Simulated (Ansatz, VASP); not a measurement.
HfTa: VASP beside Ansatz

```xyz
2
Lattice="1.7127 -2.3996 0.0000 1.7127 2.3996 0.0000 0.0000 0.0000 4.8476" Properties=species:S:1:pos:R:3 pbc="T T T"
Ta    1.7127    0.0000    2.4238
Hf    0.0000    0.0000    0.0000
```

The cell comes from a database or a generator and needn't be the stable form of this composition.

Alike in both runs: functional r2SCAN; k mesh 6 × 6 × 3; occupations fermi-dirac, width 0.05 eV; no spin polarisation.

|  | VASP | Ansatz |
| --- | --- | --- |
| version | VASP 6.6.1 | Ansatz 0.2.0 |
| potentials or method | VASP PAW PBE potentials, release 64 (Ta_pv, Hf_pv) | Ansatz PAW |
| plane-wave cutoff (eV) | 520 | 500 |
| valence electrons in the cell | 21 | 39 |
| task | single point | band structure |

|  | VASP | Ansatz | Ansatz less VASP |
| --- | --- | --- | --- |
| gap on the k mesh at the Fermi level (eV) | none | none | - |
| pressure (GPa) | -0.7 | -0.6 | +0.07 |
| largest component of the traceless stress (GPa) | 2.06 | 1.94 | -0.119 |

A gap of «none» marks a metal or a gap that the smearing closes. The functional is the same, so the differences come from potentials, cutoffs and numerics. The two sets of potentials don't hold the same shells in valence.

Caveats: the k mesh is coarse (spacing up to 0.43 Å⁻¹), so the values aren't converged; the PAW data sets were made with another functional, which shifts forces and pressure a little (VASP); spin-orbit coupling is left out, which moves the levels of the heavy elements (Ansatz); the PAW data sets come from PBE, with cores solved anew for the run's functional, which leaves a small shift of forces and pressure (Ansatz). Spin-orbit coupling is left out, which matters for the levels of Hf, Ta.
